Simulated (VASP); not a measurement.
# Y2Si2MoP (P4/mbm) in VASP: single point with LDA

Aim: the single point of Y2Si2MoP with LDA.

Program: VASP 6.6.1. These are calculated values, not measurements. Logs are shortened: lines on timing, memory, paths and dates and some standing lists are left out, and cuts for length are marked.

### 1 The structure

The structure is tetragonal, space group P4/mbm (No. 127). Conventional cell: a = 7.119 Å, b = 7.119 Å, c = 4.296 Å, α = 90.00°, β = 90.00°, γ = 90.00°. Around Y (site symmetry m2m) lie 2 P at 2.62 Å and 2 Si at 2.93 Å. Mo (site symmetry 4/m) has 2 P at 2.15 Å as nearest neighbours. Si (site symmetry m2m) is surrounded by 1 Si at 2.53 Å and 2 Mo at 2.81 Å. P (site symmetry 4/m) is surrounded by 2 Mo at 2.15 Å.

The cell was built by a generator and needn't be a form met in nature.

### 2 Single point, LDA

Input file INCAR:

```
  PREC = Accurate
  ENCUT = 520
  EDIFF = 1E-6
  ISMEAR = -1
  SIGMA = 0.1
  LREAL = False
  LASPH = True
  NELM = 100
  ALGO = Fast
  ISIF = 2
  LWAVE = False
  LCHARG = False
  GGA = CA
  NBANDS = 61
```

Input file KPOINTS:

```
Automatic mesh
0
Gamma
  5 5 8
```

Input file POSCAR:

```
Y2Si2MoP
1.0
    7.1186557800      0.0000000000      0.0000000000
    0.0000000000      7.1186557800      0.0000000000
    0.0000000000      0.0000000000      4.2964836400
Y Mo Si P
4 2 4 2
Direct
    0.1765300000      0.6765300000      0.5000000000
    0.3234700000      0.1765300000      0.5000000000
    0.8234700000      0.3234700000      0.5000000000
    0.6765300000      0.8234700000      0.5000000000
    0.0000000000      0.0000000000      0.0000000000
    0.5000000000      0.5000000000      0.0000000000
    0.6254600000      0.1254600000      0.0000000000
    0.8745400000      0.6254600000      0.0000000000
    0.3745400000      0.8745400000      0.0000000000
    0.1254600000      0.3745400000      0.0000000000
    0.0000000000      0.0000000000      0.5000000000
    0.5000000000      0.5000000000      0.5000000000
```

Potentials or basis: VASP PAW LDA potentials, release 64 (Y_sv, Mo_sv, Si, P).

The run is started by

```sh
$ cat potpaw_LDA.64/Y_sv/POTCAR potpaw_LDA.64/Mo_sv/POTCAR potpaw_LDA.64/Si/POTCAR potpaw_LDA.64/P/POTCAR > POTCAR
$ mpirun -np 1 vasp_std > vasp.out
```

OUTCAR:

```text
PREC = Accurate
   ENCUT = 520
   EDIFF = 1E-6
   ISMEAR = -1
   LREAL = False
   LASPH = True
   NELM = 100
   ISIF = 2
   GGA = CA

 ion  position               nearest neighbor table
   1  0.177  0.677  0.500-  11 2.62  12 2.62   9 2.93   9 2.93  10 3.06   8 3.06   8 3.06  10 3.06
                             6 3.39   6 3.39   5 3.39   5 3.39   3 3.55   2 3.71   4 3.71   2 3.71
   2  0.323  0.177  0.500-  11 2.62  12 2.62  10 2.93  10 2.93   7 3.06   7 3.06   9 3.06   9 3.06
                             6 3.39   6 3.39   5 3.39   5 3.39   4 3.55   3 3.71   1 3.71   1 3.71
   3  0.823  0.323  0.500-  11 2.62  12 2.62   7 2.93   7 2.93  10 3.06   8 3.06   8 3.06  10 3.06
                             6 3.39   6 3.39   5 3.39   5 3.39   1 3.55   2 3.71   4 3.71   4 3.71
   4  0.677  0.823  0.500-  11 2.62  12 2.62   8 2.93   8 2.93   9 3.06   7 3.06   7 3.06   9 3.06
                             6 3.39   6 3.39   5 3.39   5 3.39   2 3.55   1 3.71   3 3.71   3 3.71
   5  0.000  0.000  0.000-  11 2.15  11 2.15   9 2.81  10 2.81   7 2.81   8 2.81   3 3.39   4 3.39
                             1 3.39   1 3.39   2 3.39   3 3.39   4 3.39   2 3.39
   6  0.500  0.500  0.000-  12 2.15  12 2.15   9 2.81  10 2.81   7 2.81   8 2.81   3 3.39   4 3.39
                             1 3.39   1 3.39   2 3.39   3 3.39   4 3.39   2 3.39
   7  0.625  0.125  0.000-   9 2.53   6 2.81   5 2.81   3 2.93   3 2.93   2 3.06   2 3.06   4 3.06
                             4 3.06
   8  0.875  0.625  0.000-  10 2.53   6 2.81   5 2.81   4 2.93   4 2.93   3 3.06   1 3.06   3 3.06
                             1 3.06
   9  0.375  0.875  0.000-   7 2.53   6 2.81   5 2.81   1 2.93   1 2.93   2 3.06   4 3.06   2 3.06
                             4 3.06
  10  0.125  0.375  0.000-   8 2.53   6 2.81   5 2.81   2 2.93   2 2.93   1 3.06   1 3.06   3 3.06
                             3 3.06
  11  0.000  0.000  0.500-   5 2.15   5 2.15   3 2.62   4 2.62   1 2.62   2 2.62
  12  0.500  0.500  0.500-   6 2.15   6 2.15   3 2.62   4 2.62   1 2.62   2 2.62

  LATTYP: Found a simple tetragonal cell.
 ALAT       =     7.1186557800
 C/A-ratio  =     0.6035526612

  Lattice vectors:

 A1 = (   7.1186557800,   0.0000000000,   0.0000000000)
 A2 = (   0.0000000000,   7.1186557800,   0.0000000000)
 A3 = (   0.0000000000,   0.0000000000,   4.2964836400)

Analysis of symmetry for initial positions (statically):
=====================================================================
 Subroutine PRICEL returns:
 Original cell was already a primitive cell.

 Routine SETGRP: Setting up the symmetry group for a
 simple tetragonal supercell.

 Subroutine GETGRP returns: Found 16 space group operations
 (whereof  8 operations were pure point group operations)
 out of a pool of 16 trial point group operations.

The static configuration has the point symmetry C_4h.
 The point group associated with its full space group is D_4h.

Analysis of symmetry for dynamics (positions and initial velocities):
=====================================================================
 Subroutine PRICEL returns:
 Original cell was already a primitive cell.

 Routine SETGRP: Setting up the symmetry group for a
 simple tetragonal supercell.

 Subroutine GETGRP returns: Found 16 space group operations
 (whereof  8 operations were pure point group operations)
 out of a pool of 16 trial point group operations.

The dynamic configuration has the point symmetry C_4h.
 The point group associated with its full space group is D_4h.

 Subroutine INISYM returns: Found 16 space group operations
 (whereof  8 operations are pure point group operations),
 and found     1 'primitive' translations

----------------------------------------------------------------------------------------

                                     Primitive cell

  volume of cell :     217.7254

  direct lattice vectors                    reciprocal lattice vectors
     7.118655780  0.000000000  0.000000000     0.140475959  0.000000000  0.000000000
     0.000000000  7.118655780  0.000000000     0.000000000  0.140475959  0.000000000
     0.000000000  0.000000000  4.296483640     0.000000000  0.000000000  0.232748471

  length of vectors
     7.118655780  7.118655780  4.296483640     0.140475959  0.140475959  0.232748471

  position of ions in fractional coordinates (direct lattice)
[... 40 lines left out ...]
     0.000000000  0.028095192  0.000000000     0.000000000  0.200000000  0.000000000
     0.000000000  0.000000000  0.029093559     0.000000000  0.000000000  0.125000000

  Length of vectors
     0.028095192  0.028095192  0.029093559

  Shift w.r.t. Gamma in fractional coordinates (k-lattice)
     0.000000000  0.000000000  0.000000000

 Subroutine IBZKPT returns following result:
 ===========================================

 Found     30 irreducible k-points:

 Following reciprocal coordinates:
            Coordinates               Weight
  0.000000  0.000000  0.000000      1.000000
  0.200000  0.000000  0.000000      4.000000
  0.400000  0.000000  0.000000      4.000000
  0.200000  0.200000  0.000000      4.000000
  0.400000  0.200000  0.000000      8.000000
  0.400000  0.400000  0.000000      4.000000
[... 16 lines left out ...]
  0.400000  0.200000  0.375000     16.000000
  0.400000  0.400000  0.375000      8.000000
 [... further k-points ...]
   k-points           NKPTS =     30   k-points in BZ     NKDIM =     30   number of bands    NBANDS=     61
   number of dos      NEDOS =    301   number of ions     NIONS =     12
   total plane-waves  NPLWV =  93312
   dimension x,y,z NGX =    54 NGY =   54 NGZ =   32
   dimension x,y,z NGXF=   108 NGYF=  108 NGZF=   64
   ions per type =               4   2   4   2
   NGX,Y,Z   is equivalent  to a cutoff of  12.61, 12.61, 12.38 a.u.
   NGXF,Y,Z  is equivalent  to a cutoff of  25.22, 25.22, 24.76 a.u.
 SYSTEM =  unknown system
   PREC   = accura    normal or accurate (medium, high low for compatibility)
   ISTART =      0    job   : 0-new  1-cont  2-samecut
   ICHARG =      2    charge: 1-file 2-atom 10-const
   ISPIN  =      1    spin polarized calculation?
   LNONCOLLINEAR =      F non collinear calculations
   LSORBIT =      F    spin-orbit coupling
   LASPH  =      T    aspherical Exc in radial PAW
   ENCUT  =  520.0 eV  38.22 Ry    6.18 a.u.  13.24 13.24  7.99*2*pi/ulx,y,z
   NELM   =    100;   NELMIN=  2; NELMDL= -5     # of ELM steps
   EDIFF  = 0.1E-05   stopping-criterion for ELM
   LREAL  =      F    real-space projection
   EDIFFG = 0.1E-04   stopping-criterion for IOM
   NSW    =      0    number of steps for IOM
   IBRION =     -1    ionic relax: 0-MD 1-quasi-New 2-CG
   NFREE  =      0    steps in history (QN), initial steepest desc. (CG)
   ISIF   =      2    stress and relaxation
   ISYM   =      2    0-nonsym 1-usesym 2-fastsym
   POTIM  = 0.5000    time-step for ionic-motion
   TEBEG  =    0.0;   TEEND  =   0.0 temperature during run
   PSTRESS=    0.0 pullay stress
   NELECT =      98.0000    total number of electrons
   NUPDOWN=      -1.0000    fix difference up-down
   EMIN   =  10.00;   EMAX   =-10.00  energy-range for DOS
   EFERMI =   0.00;   METHOD = LEGACY
   ISMEAR =    -1;   SIGMA  =   0.10  broadening in eV -4-tet -1-fermi 0-gaus
   EFERMI_NEDOS =   21; number of points for ismear=-14 and -15
   IALGO  =     68    algorithm
   IMIX   =      4    mixing-type and parameters
     AMIX     =   0.40;   BMIX     =  1.00
     AMIX_MAG =   1.60;   BMIX_MAG =  1.00
  volume/ion in A,a.u.               =      18.14       122.44
  Fermi-wavevector in a.u.,A,eV,Ry     =   1.254625  2.370897 21.416699  1.574083
  Thomas-Fermi vector in A             =   2.388421
   LORBIT       =      0    0 simple, 1 ext, 2 COOP (PROOUT), +10 PAW based schemes
   GGA     = CA    functional components
   LHFCALC =     F    Hartree Fock is set to
   AEXX    =    0.0000 exact exchange contribution
   IVDW    =     0    specifies the selected vdW correction
   LEPSILON=     F    determine dielectric tensor
   LRPA    =     F    only Hartree local field effects (RPA)
 non-spin polarized calculation
 RMM-DIIS sequential band-by-band and
  energy-cutoff  :      520.00
  volume of cell :      217.73
 maximum number of plane-waves:      5903
 NGX is ok and might be reduce to    54
   NGX = 27   NGY = 27   NGZ = 15

 number of electron      98.0000015 magnetization

 Free energy of the ion-electron system (eV)
  ---------------------------------------------------
  ext. energy  EPLUGINS =         0.00000000
  ---------------------------------------------------
  free energy    TOTEN  =       -97.78929956 eV

  energy without entropy =      -97.68163708  energy(sigma->0) =      -97.73546832

 E-fermi :   7.4735     XC(G=0): -11.3660

 val. band max:        7.4385955551   @ k =   0.4000   0.4000   0.0000
 cond. band min:       7.4913355245   @ k =   0.4000   0.4000   0.2500
 fundamental gap:      0.0527399694
 Fermi energy:         7.4735146137

 k-point     1 :       0.0000    0.0000    0.0000
  band No.  band energies     occupation
      1     -52.9670      2.00000
      2     -52.9669      2.00000
      3     -34.3755      2.00000
      4     -34.3441      2.00000
      5     -34.3441      2.00000
      6     -34.3395      2.00000
[... 1525 lines left out ...]
     60      10.7544      0.00000
     61      10.9205      0.00000

 [... further k-points ...]

------------------------ aborting loop because EDIFF is reached ----------------------------------------

  FORCE on cell =-STRESS in cart. coord.  units (eV):
  Direction    XX          YY          ZZ          XY          YZ          ZX
  --------------------------------------------------------------------------------------
  -------------------------------------------------------------------------------------
  Total       -2.8189259     -2.8189259     19.9804042      0.0000000     -0.0000000      0.0000000
  in kB      -20.7436463    -20.7436463    147.0299141      0.0000000     -0.0000000      0.0000000
  external PRESSURE =      35.1808738 kB  Pullay stress =       0.0000000 kB

 VOLUME and BASIS-vectors are now :
 -----------------------------------------------------------------------------
  energy-cutoff  :      520.00
  volume of cell :      217.73
      direct lattice vectors                 reciprocal lattice vectors
     7.118655780  0.000000000  0.000000000     0.140475959  0.000000000  0.000000000
     0.000000000  7.118655780  0.000000000     0.000000000  0.140475959  0.000000000
     0.000000000  0.000000000  4.296483640     0.000000000  0.000000000  0.232748471

 POSITION                                       TOTAL-FORCE (eV/Angst)
 -----------------------------------------------------------------------------------
      1.25666      4.81598      2.14824        -0.580612     -0.580612     -0.000000
      2.30267      1.25666      2.14824         0.580612     -0.580612      0.000000
      5.86200      2.30267      2.14824         0.580612      0.580612      0.000000
      4.81598      5.86200      2.14824        -0.580612      0.580612     -0.000000
      0.00000      0.00000      0.00000        -0.000000      0.000000      0.000000
      3.55933      3.55933      0.00000        -0.000000      0.000000      0.000000
      4.45243      0.89311      0.00000        -0.088729     -0.088729      0.000000
      6.22555      4.45243      0.00000         0.088729     -0.088729     -0.000000
      2.66622      6.22555      0.00000         0.088729      0.088729     -0.000000
      0.89311      2.66622      0.00000        -0.088729      0.088729      0.000000
      0.00000      0.00000      2.14824        -0.000000      0.000000      0.000000
      3.55933      3.55933      2.14824        -0.000000      0.000000      0.000000
 -----------------------------------------------------------------------------------
    total drift:                                0.000000     -0.000000     -0.000000

  FREE ENERGIE OF THE ION-ELECTRON SYSTEM (eV)
  ---------------------------------------------------
  free  energy   TOTEN  =       -97.7892995596 eV

  energy  without entropy=      -97.6816370804  energy(sigma->0) =      -97.73546832
```

Wall time 7.3 min (1 thread of Intel Xeon 6975P-C (Granite Rapids), shared host); peak memory 0.47 GiB.

Results:

* Free energy: -97.7893 eV
* Pressure: 3.5 GPa
* Largest force: 0.821 eV/Å
* Band gap on the k mesh: none (metal or under the smearing width)

Forces on the atoms (eV/Å):
```
Y   -0.581 -0.581  0.000
Y    0.581 -0.581  0.000
Y    0.581  0.581  0.000
Y   -0.581  0.581  0.000
Mo   0.000  0.000  0.000
Mo   0.000  0.000  0.000
Si  -0.089 -0.089  0.000
Si   0.089 -0.089  0.000
Si   0.089  0.089  0.000
Si  -0.089  0.089  0.000
P    0.000  0.000  0.000
P    0.000  0.000  0.000
```
